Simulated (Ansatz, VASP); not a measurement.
# HfSi2P4 (HfSi2P4 bilayer, AB) in two plane-wave programs, part 2 of 3

Aim: how closely do two programs agree when they are given the same cell, functional and k mesh? Of the first pair: The structure shown is the start of the Ansatz relaxation below; VASP solves that cell, so the two are compared at the walk's first step.

VASP 6.6.1 and Ansatz 0.2.0.

So far: Set-up; Ansatz: relaxation, PBE with D3(BJ).

### 3. VASP: single point, PBE with D3(BJ), start cell, pair 1

Level of this step: PBE with D3(BJ); plane waves and PAW (P, Si, Hf_pv) (VASP).

The same cell, functional, mesh and smearing now go to VASP, with its own data sets.

Lines of VASP's logs that name or quote its potential files are left out, and so is its time.

File INCAR:

```
SYSTEM = HfSi2P4
PREC = Accurate
ENCUT = 400
EDIFF = 1E-06
NELM = 120
ISMEAR = -1
SIGMA = 0.05
LREAL = .FALSE.
ALGO = Normal
GGA = PE
IVDW = 12
NBANDS = 52
LASPH = .TRUE.
LORBIT = 11
LWAVE = .FALSE.
LCHARG = .FALSE.
ISIF = 2
LDIPOL = .TRUE.
IDIPOL = 3
DIPOL = 0.5 0.5 0.5
LVHAR = .TRUE.
GGA_COMPAT = .FALSE.
NELMDL = -8
KPAR = 4
```

File POSCAR:

```
HfSi2P4
1.0
    3.4800000000      0.0000000000      0.0000000000
   -1.7400000000      3.0137680000      0.0000000000
    0.0000000000      0.0000000000     72.9750580000
P Si Hf
8 4 2
Direct
    0.0000000000      0.0000000000      0.3562861163
    0.3333333886      0.6666667773      0.3940310400
    0.3333333886      0.6666667773      0.4403297768
    0.0000000000      0.0000000000      0.4780747005
    0.3333333886      0.6666667773      0.5219252995
    0.6666666114      0.3333332227      0.5596702232
    0.6666666114      0.3333332227      0.6059689600
    0.3333333886      0.6666667773      0.6437138837
    0.3333333886      0.6666667773      0.3651170514
    0.3333333886      0.6666667773      0.4692437655
    0.6666666114      0.3333332227      0.5307562345
    0.6666666114      0.3333332227      0.6348829486
    0.0000000000      0.0000000000      0.4171804153
    0.3333333886      0.6666667773      0.5828195984
```

File KPOINTS:

```
Automatic mesh
0
Gamma
12 12 1
0 0 0
```

PAW data sets: P, Si and Hf_pv (PBE family, release 64).

Started as:

```console
> mpirun -np 4 vasp_std
```

Numbers of over 12 decimals in the logs are rounded to 6 here.

Output:

```text
[banner, memory and clock lines left out]
running    4 mpi-ranks, on    1 nodes
 distrk:  each k-point on    1 cores,    4 groups
 distr:  one band on    1 cores,    1 groups

 POSCAR found type information on POSCAR P SiHf
 POSCAR found :  3 types and      14 ions
 LDA part: xc-table for (Slater+PW92), standard interpolation
|                                                                             |
|           W    W    AA    RRRRR   N    N  II  N    N   GGGG   !!!           |
|           W    W   A  A   R    R  NN   N  II  NN   N  G    G  !!!           |
|           W    W  A    A  R    R  N N  N  II  N N  N  G       !!!           |
|           W WW W  AAAAAA  RRRRR   N  N N  II  N  N N  G  GGG   !            |
|           WW  WW  A    A  R   R   N   NN  II  N   NN  G    G                |
|           W    W  A    A  R    R  N    N  II  N    N   GGGG   !!!           |
|                                                                             |
|     One of the lattice vectors is very long (>50 A), but AMIN is rather     |
|     large. This can spoil convergence since charge sloshing might occur     |
|     along the long lattice vector. If problems with convergence are         |
|     observed, try to decrease AMIN to a smaller value (e.g. 0.01).          |
|     Note: This warning only applies if the self-consistency cycle is        |
|     used.                                                                   |
|                                                                             |

 POSCAR, INCAR and KPOINTS ok, starting setup
 FFT: planning ... GRIDC
 FFT: planning ... GRID_SOFT
 FFT: planning ... GRID
 WAVECAR not read
 entering main loop
       N       E                     dE             d eps       ncg     rms          rms(c)
DAV:   1     0.436265744967E+03    0.43627E+03   -0.26591E+04  2288   0.902E+02
DAV:   2    -0.422723265390E+02   -0.47854E+03   -0.46410E+03  2668   0.215E+02
DAV:   3    -0.881022425091E+02   -0.45830E+02   -0.45077E+02  2376   0.642E+01
DAV:   4    -0.897418979828E+02   -0.16397E+01   -0.16296E+01  2928   0.131E+01
DAV:   5    -0.897904834581E+02   -0.48585E-01   -0.48533E-01  2872   0.201E+00
DAV:   6    -0.897919662139E+02   -0.14828E-02   -0.14821E-02  2984   0.341E-01
DAV:   7    -0.897920373392E+02   -0.71125E-04   -0.71111E-04  2944   0.620E-02
DAV:   8    -0.897920396480E+02   -0.23088E-05   -0.23085E-05  2624   0.982E-03    0.701E+01
DAV:   9    -0.859745373932E+02    0.38175E+01   -0.12240E+01  2200   0.911E+00    0.490E+01
DAV:  10    -0.988182730732E+02   -0.12844E+02   -0.64058E+01  2836   0.190E+01    0.318E+01
DAV:  11    -0.726174770839E+03   -0.62736E+03   -0.65289E+03  3548   0.856E+01    0.108E+02
DAV:  12    -0.134584008492E+03    0.59159E+03   -0.11955E+03  2996   0.850E+01    0.696E+01
DAV:  13    -0.126265234180E+03    0.83188E+01   -0.21703E+02  2712   0.354E+01    0.476E+01
DAV:  14    -0.781882913052E+02    0.48077E+02   -0.30107E+02  2808   0.284E+01    0.193E+01
[...]
DAV:  61    -0.853698536019E+02    0.20349E-04   -0.49436E-05  2520   0.196E-02    0.132E-01
DAV:  62    -0.853698412827E+02    0.12319E-04   -0.45119E-05  2524   0.216E-02    0.137E-01
DAV:  63    -0.853698502764E+02   -0.89937E-05   -0.12691E-05  2448   0.117E-02    0.141E-01
DAV:  64    -0.853698471022E+02    0.31742E-05   -0.20430E-05  2508   0.152E-02    0.133E-01
DAV:  65    -0.853698246236E+02    0.22479E-04   -0.69477E-06  2544   0.119E-02    0.129E-01
DAV:  66    -0.853697941018E+02    0.30522E-04   -0.22616E-05  2512   0.214E-02    0.121E-01
DAV:  67    -0.853697842108E+02    0.98910E-05   -0.16901E-05  2448   0.125E-02    0.111E-01
DAV:  68    -0.853697838854E+02    0.32535E-06   -0.20535E-06  1736   0.462E-03
   1 F= -.90612107E+02 E0= -.90592371E+02  d E =-.394711E-01
```

OUTCAR, selected parts (step 3):

```text
ion  position               nearest neighbor table
   1  0.000  0.000  0.356-   9 2.11   9 2.11   9 2.11
   2  0.333  0.667  0.394-   9 2.11  13 2.62  13 2.62  13 2.63
   3  0.333  0.667  0.440-  10 2.11  13 2.62  13 2.62  13 2.62
   4  0.000  0.000  0.478-  10 2.11  10 2.11  10 2.11
   5  0.333  0.667  0.522-  11 2.11  11 2.11  11 2.11
   6  0.667  0.333  0.560-  11 2.11  14 2.62  14 2.63  14 2.63
   7  0.667  0.333  0.606-  12 2.11  14 2.62  14 2.62  14 2.62
   8  0.333  0.667  0.644-  12 2.11  12 2.11  12 2.11
   9  0.333  0.667  0.365-   1 2.11   1 2.11   2 2.11   1 2.11
  10  0.333  0.667  0.469-   4 2.11   4 2.11   3 2.11   4 2.11
  11  0.667  0.333  0.531-   5 2.11   6 2.11   5 2.11   5 2.11
  12  0.667  0.333  0.635-   8 2.11   7 2.11   8 2.11   8 2.11
  13  0.000  0.000  0.417-   3 2.62   3 2.62   3 2.62   2 2.62   2 2.62   2 2.63
  14  0.333  0.667  0.583-   7 2.62   6 2.62   7 2.62   7 2.62   6 2.63   6 2.63

  LATTYP: Found a hexagonal cell.
 ALAT       =     3.4800000000
 C/A-ratio  =    20.9698442529

 Subroutine GETGRP returns: Found  6 space group operations
 (whereof  6 operations were pure point group operations)

The static configuration has the point symmetry C_3v.

 Found     19 irreducible k-points:

   k-points           NKPTS =     19   k-points in BZ     NKDIM =     19   number of bands    NBANDS=     52

   dimension x,y,z NGX =    24 NGY =   24 NGZ =  480
   dimension x,y,z NGXF=    48 NGYF=   48 NGZF=  960

   ENCUT  =  400.0 eV  29.40 Ry    5.42 a.u.   5.67  5.67119.00*2*pi/ulx,y,z

   NELECT =      76.0000    total number of electrons

 k-points in reciprocal lattice and weights: Automatic mesh
   0.00000000  0.00000000  0.00000000       0.007
   0.08333333  0.00000000  0.00000000       0.042
   0.16666667  0.00000000  0.00000000       0.042
   0.25000000  0.00000000  0.00000000       0.042
   0.33333333 -0.00000000  0.00000000       0.042
   0.41666667  0.00000000  0.00000000       0.042
   0.50000000  0.00000000  0.00000000       0.021
   0.08333333  0.08333333  0.00000000       0.042
   0.16666667  0.08333333  0.00000000       0.083
[...]
0.33333333  0.25000000  0.00000000       0.083
   0.33333333  0.33333333  0.00000000       0.014

 dipolmoment           0.000000      0.000000      0.000513 electrons x Angstroem

 average (electrostatic) potential at core
       1 -89.9316       2 -88.8744       3 -88.8964       4 -89.9825       5 -89.9860
       6 -88.8931       7 -88.8768       8 -89.9491       9 -91.5055      10 -91.5174
      11 -91.5051      12 -91.5139      13 -43.2127      14 -43.2080

 E-fermi :  -1.1541

 k-point     1 :       0.0000    0.0000    0.0000
  band No.  band energies     occupation
    ...
     30      -1.9078      2.00000
     31      -1.9078      2.00000
     32      -1.9056      2.00000
     33      -1.9056      2.00000
     34      -1.8617      2.00000
     35      -0.8790      0.00812
     36      -0.8790      0.00812
     37      -0.8740      0.00735
     38      -0.8740      0.00735
     39      -0.8264      0.00285
    ...

 k-point     2 :       0.0833    0.0000    0.0000
  band No.  band energies     occupation
    ...
     32      -1.8534      2.00000
     33      -1.8281      2.00000
     34      -1.8255      2.00000
     35      -1.1827      1.27845
     36      -1.1776      1.23025
     37      -1.0135      0.11336
     38      -1.0087      0.10353
     39      -0.7217      0.00035
     40      -0.5753      0.00002
     41       0.6883      0.00000
    ...

 k-point     3 :       0.1667    0.0000    0.0000
  band No.  band energies     occupation
    ...
     34      -1.6828      1.99995
     35      -1.6274      1.99984
     36      -1.6231      1.99983
     37      -1.3609      1.96853
     38      -1.3549      1.96459
     39      -0.7989      0.00164
     40      -0.7694      0.00091
     41       0.2966      0.00000
     42       0.3628      0.00000
     43       0.3762      0.00000
    ...

 Edisp (eV)   -5.24232

  Total      20.02430    20.02430    19.58367     0.00000     0.00000    -0.00000
  in kB      41.91837    41.91836    40.99597     0.00000     0.00000    -0.00000
  external pressure =       41.61 kB  Pullay stress =        0.00 kB

  energy-cutoff  :      400.00
  volume of cell :      765.36
      direct lattice vectors                 reciprocal lattice vectors
     3.480000000  0.000000000  0.000000000     0.287356322  0.165905272  0.000000000
    -1.740000000  3.013768000  0.000000000     0.000000000  0.331810544  0.000000000
     0.000000000  0.000000000 72.975058000     0.000000000  0.000000000  0.013703312

 POSITION                                       TOTAL-FORCE (eV/Angst)
 -----------------------------------------------------------------------------------
      0.00000      0.00000     26.00000        -0.000000      0.000000     -3.511889
     -0.00000      2.00918     28.75444        -0.000000      0.000000      3.199549
     -0.00000      2.00918     32.13309        -0.000000      0.000000     -3.198143
      0.00000      0.00000     34.88753         0.000000      0.000000      3.468492
     -0.00000      2.00918     38.08753         0.000000      0.000000     -3.484066
      1.74000      1.00459     40.84197         0.000000      0.000000      3.195707
      1.74000      1.00459     44.22062         0.000000     -0.000000     -3.205372
     -0.00000      2.00918     46.97506        -0.000000      0.000000      3.510747
     -0.00000      2.00918     26.64444        -0.000000     -0.000000      1.346017
     -0.00000      2.00918     34.24309         0.000000     -0.000000     -1.273970
      1.74000      1.00459     38.73197         0.000000     -0.000000      1.267340
      1.74000      1.00459     46.33062         0.000000      0.000000     -1.352151
      0.00000      0.00000     30.44377         0.000000     -0.000000      0.048811
     -0.00000      2.00918     42.53129        -0.000000     -0.000000     -0.011072
 -----------------------------------------------------------------------------------
    total drift:                               -0.000000     -0.000244      0.000464

  FREE ENERGIE OF THE ION-ELECTRON SYSTEM (eV)
  ---------------------------------------------------
  free  energy   TOTEN  =       -90.6121065532 eV

  energy  without entropy=      -90.5726354193  energy(sigma->0) =      -90.59237099

 vacuum level on the upper side and lower side of the slab         3.861         3.858

 total charge
# of ion       s       p       d       tot
------------------------------------------
    1        1.018   1.674   0.000   2.692
    2        1.027   1.576   0.000   2.603
    3        1.027   1.576   0.000   2.603
    4        1.021   1.669   0.000   2.690
    5        1.021   1.669   0.000   2.690
    6        1.028   1.574   0.000   2.602
    7        1.027   1.575   0.000   2.602
    8        1.018   1.675   0.000   2.693
    9        0.738   1.015   0.000   1.752
   10        0.739   1.015   0.000   1.753
   11        0.739   1.017   0.000   1.756
   12        0.738   1.015   0.000   1.753
   13        0.301   6.473   1.624   8.398
   14        0.300   6.473   1.627   8.400
--------------------------------------------------
tot         11.742  29.994   3.251  44.987

[... 3 further parts left out ...]
```

### 4. Differences

Known differences besides the potentials themselves: Ansatz cuts the interaction across the vacuum, VASP repeats the sheet with a dipole correction; the data sets hold 108 valence electrons in Ansatz (on its default PAW (the set named soft_2) files) and 76 in VASP; the cutoff is 420 eV in Ansatz and 400 eV in VASP. Total energies have different zeros and are not compared.

Forces on 10 of the 14 atoms, those with the largest forces and the largest differences (eV/Å; atoms numbered as in POSCAR):

```csv
atom,"Ansatz x, y, z","VASP x, y, z"
P1,"0.000, 0.000, -3.515","0.000, 0.000, -3.512"
P2,"0.000, 0.000, 3.188","0.000, 0.000, 3.200"
P3,"0.000, 0.000, -3.196","0.000, 0.000, -3.198"
P4,"0.000, 0.000, 3.473","0.000, 0.000, 3.468"
P5,"0.000, 0.000, -3.488","0.000, 0.000, -3.484"
P7,"0.000, 0.000, -3.196","0.000, 0.000, -3.205"
P8,"0.000, 0.000, 3.514","0.000, 0.000, 3.511"
Si10,"0.000, 0.000, -1.248","0.000, 0.000, -1.274"
Si11,"0.000, 0.000, 1.244","0.000, 0.000, 1.267"
Si12,"0.000, 0.000, -1.333","0.000, 0.000, -1.352"
```

The forces differ by 7.1 meV/Å r.m.s., which is 0.5 % of the r.m.s. force of 1.517 eV/Å (both taken over all components). VASP's last cycles still show a density residual of 1e-02, so its state may not be settled. With vacuum in the cell, a pressure given here is an average over mostly empty space and none of the material.

### 5. Ansatz: relaxation, PBE with D3(BJ)

This run makes the geometry at which the two programs are then compared.

The structure compared here is the end of the Ansatz relaxation.

File input.yaml:

```yaml
crystal:
  lattice:
    - [3.48, 0.0, 0.0]
    - [-1.74, 3.0137684052, 0.0]
    - [0.0, 0.0, 72.9750581169]
  atoms:
    - { symbol: P, position: [0.0, 0.0, 0.3562861157] }
    - { symbol: Si, position: [0.3333333333, 0.6666666667, 0.3651170472] }
    - { symbol: P, position: [0.3333333333, 0.6666666667, 0.3940310359] }
    - { symbol: Hf, position: [0.0, 0.0, 0.4171804082] }
    - { symbol: P, position: [0.3333333333, 0.6666666667, 0.4403297805] }
    - { symbol: Si, position: [0.3333333333, 0.6666666667, 0.4692437691] }
    - { symbol: P, position: [0.0, 0.0, 0.4780747006] }
    - { symbol: P, position: [0.3333333333, 0.6666666667, 0.5219252994] }
    - { symbol: Si, position: [0.6666666667, 0.3333333333, 0.5307562309] }
    - { symbol: P, position: [0.6666666667, 0.3333333333, 0.5596702195] }
    - { symbol: Hf, position: [0.3333333333, 0.6666666667, 0.5828195918] }
    - { symbol: P, position: [0.6666666667, 0.3333333333, 0.6059689641] }
    - { symbol: Si, position: [0.6666666667, 0.3333333333, 0.6348829528] }
    - { symbol: P, position: [0.3333333333, 0.6666666667, 0.6437138843] }
  periodic: [true, true, false]
kpoints:
  mp_grid: { grid: [12, 12, 1] }
hamiltonian:
  xc: pbe
  dispersion: d3bj
scf:
  occupations: { method: fermi_dirac, width: 0.05 }
  convergence: { dr2_threshold: 1.0e-09 }
relax:
  f_tol: 0.004
  max_steps: 90
  cell: {}
output:
  write_potential: true
  write_density: true
  volumetric_format: npy
```

Started as:

```console
> ansatz run input.yaml --threads 4 --pin off --max-ram 12288MiB --backend cpu --events-out ev --progress --plain --runs-dir out
```

Output:

```text
[...]
Crystal: 14 atoms, lattice volume = 765.356 Å³
Basis set: ecut = 420 eV, 14913 PW (Γ), exchange–correlation on 48×48×1000 points (8 copies of the dense FFT grid, shifted against one another)
Bands: 68, of which v1, the nominal top of the filled ones, is band 54 counted from 1 (53 counted from 0)
Symmetry: 6 space group operations
[...]
- { symbol: P, position: [0.333333, 0.666667, 0.519591] }
    - { symbol: Si, position: [0.666667, 0.333333, 0.532955] }
    - { symbol: P, position: [0.666667, 0.333333, 0.563499] }
    - { symbol: Hf, position: [0.333333, 0.666667, 0.584422] }
    - { symbol: P, position: [0.666667, 0.333333, 0.605347] }
    - { symbol: Si, position: [0.666667, 0.333333, 0.635894] }
    - { symbol: P, position: [0.333333, 0.666667, 0.649314] }
[key lines of the parts left out:]
SCF converged after 6 iterations
Free energy (F): -40041.180667 eV
Fermi energy:    -5.530186 eV
P = ½ c Tr σ = 0.0054 N/m
```

(Part 2 of 3 ends here.)

[Lines on the potential files, build, host, timing and source positions are cut from VASP's logs without a mark.]

[Logs are printed without paths, hosts, clocks, repeated set-up lines and the standing remarks that a program may print on its own settings, such as how far it seeks lower states.]

[Hosts, paths, dates, database ids (printed as entryN), source tags and the programs' standing remarks are cut or masked in the printed files.]
